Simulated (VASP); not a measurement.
# Al2GaP3 in VASP: a series of runs, part 3 of 3

VASP 6.6.1. Earlier steps stand in the parts before.

## Step 5: Relaxation of cell and atoms, PBE

This run uses another cell than the first one, of 17.97 Å³/atom, 0.985 times its volume.

The input, INCAR:

```
  ALGO = Fast
  EDIFF = 1E-4
  EDIFFG = -0.08
  ENCUT = 520
  GGA = PE
  IBRION = 2
  ISIF = 3
  ISMEAR = 0
  LASPH = True
  LCHARG = False
  LREAL = False
  LWAVE = False
  NELM = 60
  NSW = 24
  PREC = Normal
  SIGMA = 0.15
```

The input, KPOINTS:

```
k-points
0
Gamma
  3 3 4
```

The input, POSCAR:

```
Al2GaP3
1.0
    5.7194077900      0.0000000000      0.0000000000
   -2.8597039000      4.9531524400      0.0000000000
    0.0000000000      0.0000000000      3.8061858300
Al Ga P
2 1 3
Direct
    0.6666666700      0.3333333300      0.0000000000
    0.3333333300      0.6666666700      0.0000000000
    0.0000000000      0.0000000000      0.0000000000
    0.0000000000      0.5000000000      0.5000000000
    0.5000000000      0.0000000000      0.5000000000
    0.5000000000      0.5000000000      0.5000000000
```

Potentials or basis: VASP PAW PBE potentials, release 64 (Al, Ga_d, P).

Command:

```console
$ cat potpaw_PBE.64/Al/POTCAR potpaw_PBE.64/Ga_d/POTCAR potpaw_PBE.64/P/POTCAR > POTCAR
$ mpirun -np 1 vasp_std > vasp.out
```

OUTCAR:

```text
EDIFF = 1E-4
   EDIFFG = -0.08
   ENCUT = 520
   GGA = PE
   IBRION = 2
   ISIF = 3
   ISMEAR = 0
   LASPH = True
   LREAL = False
   NELM = 60
   NSW = 24
   PREC = Normal

 ion  position               nearest neighbor table
   1  0.667  0.333  0.000-   4 2.52   4 2.52   5 2.52   5 2.52   6 2.52   6 2.52   2 3.30   2 3.30
                             2 3.30
   2  0.333  0.667  0.000-   4 2.52   4 2.52   5 2.52   5 2.52   6 2.52   6 2.52   1 3.30   1 3.30
                             1 3.30
   3  0.000  0.000  0.000-
   4  0.000  0.500  0.500-   1 2.52   2 2.52   1 2.52   2 2.52   5 2.86   5 2.86   6 2.86   6 2.86

   5  0.500  0.000  0.500-   1 2.52   2 2.52   1 2.52   2 2.52   4 2.86   4 2.86   6 2.86   6 2.86

   6  0.500  0.500  0.500-   1 2.52   2 2.52   1 2.52   2 2.52   4 2.86   4 2.86   5 2.86   5 2.86

  LATTYP: Found a hexagonal cell.
 ALAT       =     5.7194077900
 C/A-ratio  =     0.6654860031

  Lattice vectors:

 A1 = (   5.7194077900,   0.0000000000,   0.0000000000)
 A2 = (  -2.8597039000,   4.9531524400,   0.0000000000)
 A3 = (   0.0000000000,   0.0000000000,   3.8061858300)

Analysis of symmetry for initial positions (statically):
=====================================================================
 Subroutine PRICEL returns:
 Original cell was already a primitive cell.

 Routine SETGRP: Setting up the symmetry group for a
 hexagonal supercell.

 Subroutine GETGRP returns: Found 24 space group operations
 (whereof 24 operations were pure point group operations)
 out of a pool of 24 trial point group operations.

The static configuration has the point symmetry D_6h.

Analysis of symmetry for dynamics (positions and initial velocities):
=====================================================================
 Subroutine PRICEL returns:
 Original cell was already a primitive cell.

 Routine SETGRP: Setting up the symmetry group for a
 hexagonal supercell.

 Subroutine GETGRP returns: Found 24 space group operations
 (whereof 24 operations were pure point group operations)
 out of a pool of 24 trial point group operations.

The dynamic configuration has the point symmetry D_6h.

 Subroutine INISYM returns: Found 24 space group operations
 (whereof 24 operations are pure point group operations),
 and found     1 'primitive' translations

----------------------------------------------------------------------------------------

                                     Primitive cell

  volume of cell :     107.8258

  direct lattice vectors                    reciprocal lattice vectors
     5.719407790  0.000000000  0.000000000     0.174843277  0.100945813  0.000000000
    -2.859703900  4.953152440  0.000000000     0.000000000  0.201891626  0.000000000
     0.000000000  0.000000000  3.806185830     0.000000000  0.000000000  0.262730209

  length of vectors
     5.719407790  5.719407792  3.806185830     0.201891626  0.201891626  0.262730209

  position of ions in fractional coordinates (direct lattice)
     0.666666670  0.333333330  0.000000000
     0.333333330  0.666666670  0.000000000
     0.000000000  0.000000000  0.000000000
     1.000000000  0.500000000  0.500000000
     0.500000000  0.000000000  0.500000000
     0.500000000  0.500000000  0.500000000

  ion indices of the primitive-cell ions
   primitive index   ion index
                 1           1
                 2           2
                 3           3
                 4           4
                 5           5
                 6           6

----------------------------------------------------------------------------------------

[... 52 lines left out ...]
   NELM   =     60;   NELMIN=  2; NELMDL= -5     # of ELM steps
   EDIFF  = 0.1E-03   stopping-criterion for ELM
   LREAL  =      F    real-space projection
   EDIFFG = -.8E-01   stopping-criterion for IOM
   NSW    =     24    number of steps for IOM
   IBRION =      2    ionic relax: 0-MD 1-quasi-New 2-CG
   NFREE  =      1    steps in history (QN), initial steepest desc. (CG)
   ISIF   =      3    stress and relaxation
   ISYM   =      2    0-nonsym 1-usesym 2-fastsym
   POTIM  = 0.5000    time-step for ionic-motion
   TEBEG  =    0.0;   TEEND  =   0.0 temperature during run
   PSTRESS=    0.0 pullay stress
   NELECT =      34.0000    total number of electrons
   NUPDOWN=      -1.0000    fix difference up-down
   EMIN   =  10.00;   EMAX   =-10.00  energy-range for DOS
   EFERMI =   0.00;   METHOD = LEGACY
   ISMEAR =     0;   SIGMA  =   0.15  broadening in eV -4-tet -1-fermi 0-gaus
   EFERMI_NEDOS =   21; number of points for ismear=-14 and -15
   IALGO  =     68    algorithm
   IMIX   =      4    mixing-type and parameters
     AMIX     =   0.40;   BMIX     =  1.00
     AMIX_MAG =   1.60;   BMIX_MAG =  1.00
  volume/ion in A,a.u.               =      17.97       121.27
  Fermi-wavevector in a.u.,A,eV,Ry     =   1.114278  2.105680 16.893204  1.241615
  Thomas-Fermi vector in A             =   2.250871
   LORBIT       =      0    0 simple, 1 ext, 2 COOP (PROOUT), +10 PAW based schemes
   GGA     = PE    functional components
   LHFCALC =     F    Hartree Fock is set to
   AEXX    =    0.0000 exact exchange contribution
   IVDW    =     0    specifies the selected vdW correction
   LEPSILON=     F    determine dielectric tensor
   LRPA    =     F    only Hartree local field effects (RPA)
 conjugate gradient relaxation of ions
 non-spin polarized calculation
 RMM-DIIS sequential band-by-band and
 Gauss-broadening in eV      SIGMA  =   0.15
  energy-cutoff  :      520.00
  volume of cell :      107.83
 maximum number of plane-waves:      2966
   NGX = 21   NGY = 21   NGZ = 15

--------------------------------------- Ionic step        1  -------------------------------------------

 number of electron      34.0000015 magnetization

 Free energy of the ion-electron system (eV)
  ---------------------------------------------------
  ext. energy  EPLUGINS =         0.00000000
  ---------------------------------------------------
  free energy    TOTEN  =       -24.46655768 eV

  energy without entropy =      -24.39145232  energy(sigma->0) =      -24.42900500

------------------------ aborting loop because EDIFF is reached ----------------------------------------

  FORCE on cell =-STRESS in cart. coord.  units (eV):
  Direction    XX          YY          ZZ          XY          YZ          ZX
  --------------------------------------------------------------------------------------
  -------------------------------------------------------------------------------------
  Total        4.3550734      4.3550734     -1.8649652     -0.0000000      0.0000000      0.0000000
  in kB       64.7117758     64.7117758    -27.7114058     -0.0000001      0.0000000      0.0000000
  external PRESSURE =      33.9040486 kB  Pullay stress =       0.0000000 kB
[... 27 lines left out ...]
--------------------------------------- Ionic step        2  -------------------------------------------

 number of electron      33.9999978 magnetization

 E-fermi :   6.0353     XC(G=0): -10.0091

 val. band max:        5.9906180246   @ k =   0.0000   0.0000   0.5000
 cond. band min:       6.0733853889   @ k =   0.3333  -0.0000   0.0000
 fundamental gap:      0.0827673644
 Fermi energy:         6.0352532394

 k-point     1 :       0.0000    0.0000    0.0000
  band No.  band energies     occupation
      1      -8.7520      2.00000
      2      -8.7272      2.00000
      3      -8.7272      2.00000
      4      -8.7199      2.00000
      5      -8.7199      2.00000
      6      -7.0611      2.00000
[... 278 lines left out ...]
  FREE ENERGIE OF THE ION-ELECTRON SYSTEM (eV)
  ---------------------------------------------------
  free  energy   TOTEN  =       -25.0297800763 eV

  energy  without entropy=      -24.9854875507  energy(sigma->0) =      -25.00763381

[... ionic steps 4 to 9 ...]

--------------------------------------- Ionic step       10  -------------------------------------------

 number of electron      33.9999934 magnetization

------------------------ aborting loop because EDIFF is reached ----------------------------------------
[... 75 lines left out ...]
--------------------------------------- Ionic step       12  -------------------------------------------

 number of electron      33.9999995 magnetization

 Free energy of the ion-electron system (eV)
  ---------------------------------------------------
  ext. energy  EPLUGINS =         0.00000000
  ---------------------------------------------------
  free energy    TOTEN  =       -25.89621145 eV

  energy without entropy =      -25.85084969  energy(sigma->0) =      -25.87353057

 E-fermi :   5.3754     XC(G=0):  -9.6146

 val. band max:        5.3193161466   @ k =   0.3333  -0.0000   0.2500
 cond. band min:       5.3799390989   @ k =   0.3333  -0.0000   0.5000
 fundamental gap:      0.0606229522
 Fermi energy:         5.3754107705

 k-point     1 :       0.0000    0.0000    0.0000
  band No.  band energies     occupation
      1      -9.8441      2.00000
      2      -9.7773      2.00000
      3      -9.7772      2.00000
      4      -9.6752      2.00000
      5      -9.6752      2.00000
      6      -7.7241      2.00000
[... 238 lines left out ...]
  FREE ENERGIE OF THE ION-ELECTRON SYSTEM (eV)
  ---------------------------------------------------
  free  energy   TOTEN  =       -25.8962114484 eV

  energy  without entropy=      -25.8508496876  energy(sigma->0) =      -25.87353057

 reached required accuracy - stopping structural energy minimisation
```

Wall time 57 s (1 thread of Intel Xeon Platinum 8488C (Sapphire Rapids), shared host); peak memory 0.17 GiB.

Results:

| Item | Value |
| --- | --- |
| Free energy | -25.8962 eV |
| Relaxed volume | 20.29 Å³/atom |
| Relaxed cell | a = 6.918 Å, b = 6.918 Å, c = 2.938 Å, α = 90.00°, β = 90.00°, γ = 120.00° |
| Space group after relaxing (to 0.05 Å) | P6/mmm (No. 191) |
| Energy gained by relaxing | 238.3 meV/atom |
| Ionic steps | 12 |
| Pressure after relaxing | 0.1 GPa |
| Band gap on the k mesh | none (metal or under the smearing width) |

The path:
| step | energy change (eV) | largest force (eV/Å) | pressure (GPa) | volume (Å³) |
| --- | --- | --- | --- | --- |
| 1 | 0.0000 | 0.0000 | 3.39 | 107.83 |
| 2 | -0.3052 | 0.0000 | -0.07 | 113.78 |
| 3 | -0.5632 | 0.0000 | -6.21 | 131.74 |
| 4 | -0.6113 | 0.0000 | -5.22 | 126.42 |
| 5 | -0.7483 | 0.0000 | -4.86 | 126.49 |
| 6 | -0.8298 | 0.0000 | -3.93 | 126.40 |
| 7 | -0.8407 | 0.0000 | -3.83 | 126.34 |
| 8 | -0.8681 | 0.0000 | -3.48 | 126.17 |
| 9 | -0.9896 | 0.0000 | -2.82 | 125.65 |
| 10 | -1.4170 | 0.0000 | -1.45 | 123.83 |
| 11 | -1.4182 | 0.0000 | -1.22 | 123.59 |
| 12 | -1.4297 | 0.0000 | 0.09 | 121.77 |

Final structure:
```
Al Ga P
1.0
     6.91824    0.00000    0.00000
    -3.45912    5.99137    0.00000
     0.00000    0.00000    2.93766
Al Ga P
2 1 3
Direct
  0.66667 0.33333 0.00000
  0.33333 0.66667 0.00000
  0.00000 0.00000 0.00000
  0.00000 0.50000 0.50000
  0.50000 0.00000 0.50000
  0.50000 0.50000 0.50000
```

Levels at points of the mesh, in eV from the Fermi level:
| k point | band 14 | band 15 | band 16 | band 17 | band 18 | band 19 | band 20 | band 21 |
| --- | --- | --- | --- | --- | --- | --- | --- | --- |
| (0.00, 0.00, 0.00) | -1.65 | -0.21 | 0.28 | 1.46 | 2.73 | 2.73 | 5.49 | 6.69 |
| (0.00, 0.00, 0.50) | -2.68 | -2.15 | -2.15 | -1.01 | 0.63 | 0.63 | 0.64 | 0.64 |

Caveat: the k mesh is coarse (spacing up to 0.42 Å⁻¹), so the values aren't converged; the relaxation stopped at a loose force limit of 0.08 eV/Å, so its end isn't a converged minimum.

## Step 6: Relaxation of cell and atoms, PBE

This run uses another cell than the first one, of 20.33 Å³/atom, 1.114 times its volume.

INCAR is that of step 5.

The input, KPOINTS:

```
k-points
0
Gamma
  4 4 2
```

The input, POSCAR:

```
Al2GaP3
1.0
    3.9897688100      0.0000000000      0.0000000000
   -1.9948844000      3.4552411400      0.0000000000
    0.0000000000      0.0000000000      8.8491327900
Al Ga P
2 1 3
Direct
    0.3333333300      0.6666666700      0.0000000000
    0.6666666700      0.3333333300      0.0000000000
    0.0000000000      0.0000000000      0.5000000000
    0.0000000000      0.0000000000      0.3083674300
    0.0000000000      0.0000000000      0.6916325700
    0.0000000000      0.0000000000      0.0000000000
```

Potentials or basis: VASP PAW PBE potentials, release 64 (Al, Ga_d, P).

Command:

```console
$ cat potpaw_PBE.64/Al/POTCAR potpaw_PBE.64/Ga_d/POTCAR potpaw_PBE.64/P/POTCAR > POTCAR
$ mpirun -np 1 vasp_std > vasp.out
```

Run time: 2.6 min. Hardware: 1 thread of Intel Xeon Platinum 8488C (Sapphire Rapids), shared host; peak memory 0.19 GiB.

It converged, with:

```
Free energy                            : -21.7287 eV
Relaxed volume                         : 29.34 Å³/atom
Relaxed cell                           : a = 4.639 Å, b = 4.639 Å, c = 9.447 Å, α = 90.00°, β = 90.00°, γ = 120.00°
Space group after relaxing (to 0.05 Å) : P6/mmm (No. 191)
Energy gained by relaxing              : 1567.5 meV/atom
Ionic steps                            : 18
Pressure after relaxing                : 0.1 GPa
Largest force after relaxing           : 0.058 eV/Å
Band gap on the k mesh                 : none (metal or under the smearing width)
```

Forces on the atoms (eV/Å):
```
Al   0.000  0.000  0.000
Al   0.000  0.000  0.000
Ga   0.000  0.000  0.000
P    0.000  0.000  0.058
P    0.000  0.000 -0.058
P    0.000  0.000  0.000
```

Stress tensor (GPa, compression positive):
```
0.04 0.00 0.00
0.00 0.04 0.00
0.00 0.00 0.12
```

Step by step:
```
step  energy change (eV)  largest force (eV/Å)  pressure (GPa)  volume (Å³)
   1              0.0000               19.7283           41.43       121.99
   2              2.2516                0.6306            2.22       232.86
   3             -5.1073                1.3644           -4.34       231.39
   4             -5.6151                1.4222           -3.63       224.79
   5             -6.8333                1.1246           -0.58       169.35
   6             -7.6412                0.7847            5.02       144.69
   7             -9.0106                1.0152            0.62       161.70
   8             -9.1302                1.1195            0.19       167.99
   9             -9.1384                1.1627            0.14       170.00
  10             -9.2580                0.8990           -0.31       172.55
  11             -9.3973                0.1455           -0.61       179.10
  12             -9.3977                0.0844           -0.69       179.50
  13             -9.3940                0.3019            0.46       175.32
  14             -9.4035                0.0658           -0.45       177.66
  15             -9.4032                0.1185            0.00       177.23
  16             -9.4034                0.0862           -0.28       177.45
  17             -9.4033                0.1028           -0.15       177.40
  18             -9.4051                0.0583            0.07       176.06
```

Final structure:
```
Al Ga P
1.0
     4.63889    0.00000    0.00000
    -2.31945    4.01740    0.00000
     0.00000    0.00000    9.44692
Al Ga P
2 1 3
Direct
  0.33333 0.66667 0.00000
  0.66667 0.33333 0.00000
  0.00000 0.00000 0.50000
  0.00000 0.00000 0.22625
  0.00000 0.00000 0.77375
  0.00000 0.00000 0.00000
```

Levels at points of the mesh, in eV from the Fermi level:
```tsv
k point	band 14	band 15	band 16	band 17	band 18	band 19	band 20	band 21
(0.00, 0.00, 0.00)	-0.84	-0.84	-0.67	-0.67	0.59	0.59	0.60	2.20
(0.50, 0.00, 0.00)	-2.71	-1.23	-1.07	0.14	1.65	2.06	2.09	2.56
(0.00, 0.00, 0.50)	-0.84	-0.84	-0.81	-0.81	-0.36	0.58	0.96	0.96
(0.50, 0.00, 0.50)	-1.53	-1.21	-0.56	-0.40	0.44	0.55	2.06	2.60
```

Caveat: the k mesh is coarse (spacing up to 0.45 Å⁻¹), so the values aren't converged; the volume moved by over 15 % at a fixed basis, so the end points are rough; the relaxation stopped at a loose force limit of 0.08 eV/Å, so its end isn't a converged minimum.

## Step 7: Overview

| k mesh | gap on the mesh (eV) | pressure (GPa) | relaxed volume (Å³/atom) | largest force (eV/Å) |
| --- | --- | --- | --- | --- |
| 3 × 3 × 3 | none | 0.2 | 21.28 | 0.02 |
| 4 × 4 × 2 | none | 0.1 | 29.34 | 0.06 |
| 3 × 3 × 4 | none | 0.1 | 20.29 | - |

Alike in all rows: task relaxation of cell and atoms; level PBE; potentials or basis VASP PAW PBE potentials, release 64 (Al, Ga_d, P); no spin polarisation; cell relaxed; cutoff (eV) 520; smearing gaussian 0.15 eV; the mesh is coarse, so values aren't converged.

Caveats: all runs use coarse meshes; the relaxation stopped at a loose force limit of 0.08 eV/Å, so its end isn't a converged minimum; the volume moved by over 15 % at a fixed basis, so the end points are rough (some runs).

Absolute energies hang on the potentials; compare differences alone.
